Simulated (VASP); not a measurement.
An input for Quantum ESPRESSO's pw.x (written as the equivalent of a VASP run, and not itself run):

```
&CONTROL
  calculation = 'scf'
  pseudo_dir = './pseudo'
  outdir = './out'
  tprnfor = .true.
  tstress = .true.
/
&SYSTEM
  ibrav = 0
  nat = 2
  ntyp = 2
  ecutwfc = 102
  occupations = 'smearing'
  smearing = 'gaussian'
  degauss = 0.00735
  input_dft = 'pz'
/
&ELECTRONS
  conv_thr = 7.3e-08
  electron_maxstep = 100
/
ATOMIC_SPECIES
  Cd 112.414 Cd.upf
  O 15.999 O.upf
CELL_PARAMETERS angstrom
     0.0000000    2.3480100    2.3480100
     2.3480100    0.0000000    2.3480100
     2.3480100    2.3480100    0.0000000
ATOMIC_POSITIONS crystal
  Cd   0.0000000  0.0000000  0.0000000
  O    0.5000000  0.5000000  0.5000000
K_POINTS automatic
  10 10 10 0 0 0
```

Problem. Translate this input to VASP (INCAR, KPOINTS, POSCAR, choice of POTCAR).

Solution. This is not unique; one that fits is 
**INCAR**
```
ALGO = Normal
EDIFF = 1E-6
ENCUT = 400
ISIF = 2
ISMEAR = 0
LASPH = .TRUE.
LCHARG = .FALSE.
LMAXMIX = 4
LREAL = .FALSE.
LWAVE = .FALSE.
NELM = 100
PREC = Accurate
SIGMA = 0.1
SYSTEM = CdO
```

**KPOINTS**
```
K-points
0
Gamma
10 10 10
```

POSCAR:
```
CdO
1
    0.0000000000     2.3480100000     2.3480100000
    2.3480100000     0.0000000000     2.3480100000
    2.3480100000     2.3480100000     0.0000000000
Cd O
1 1
Direct
  0.0000000000   0.0000000000   0.0000000000
  0.5000000000   0.5000000000   0.5000000000
```

POTCAR, in this order: Cd O (LDA.64 set). Program: vasp_std.

The two are equivalent in intent, not identical: the potentials are each code's own (VASP's PAW set, PseudoDojo norm-conserving files in pw.x), so ENCUT and ecutwfc are chosen apart and not converted; conv_thr bounds pw.x's estimated SCF error, while EDIFF bounds the energy change between steps.

The structure comes from a computed database's CdO entry; how it stands against other phases isn't given here. The cell was not relaxed at this level. The run is one of a series of settings (GGA removed, POTCAR Cd O (LDA.64 set) against the base run), some of them coarse on purpose.
